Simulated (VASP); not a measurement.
Given:

```
Ta
1.0
   -1.58544     1.58544     1.58544
    1.58544    -1.58544     1.58544
    1.58544     1.58544    -1.58544
Ta
1
Direct
  0.00000   0.00000   0.00000
```

Calculation: LDA (Ceperley-Alder, Perdew-Zunger), VASP's LDA PAW potentials (set 64) (plane waves; VASP). Settings: 500 eV cut-off, 16×16×16 Γ-centred mesh, first-order Methfessel-Paxton smearing of 0.10 eV, potentials Ta_pv.

Energy and stress use the plane-wave basis of the starting cell.

Problem. The ions, cell shape and volume at an external pressure of 30.0 GPa are relaxed. Give the cell that the relaxation ends in.

Solution. 
```
Ta
1.0
   -1.56818     1.56818     1.56818
    1.56818    -1.56818     1.56818
    1.56818     1.56818    -1.56818
Ta
1
Direct
  0.00000   0.00000   0.00000
```
Space group Im-3m (229), at a tolerance of 0.03 Å.

Problem. How do energy and volume change from the first to the last step?

Solution. The energy (σ→0) changes by +80.0 meV/atom and the volume by -3.2 %, in 4 ionic steps.

```
step  E(σ→0) (eV)  max force (eV/Å)  pressure (GPa)  volume (Å³)
----  -----------  ----------------  --------------  -----------
1        -12.7459             0.000           19.98        15.94
2        -12.1285             0.000           76.75        13.75
3        -12.6710             0.000           29.34        15.45
4        -12.6659             0.000           29.88        15.43
```

The compound is Ta in the bcc structure. This run relaxes it under an external pressure of 30 GPa. Symmetry was kept, so distortions that lower it aren't found.
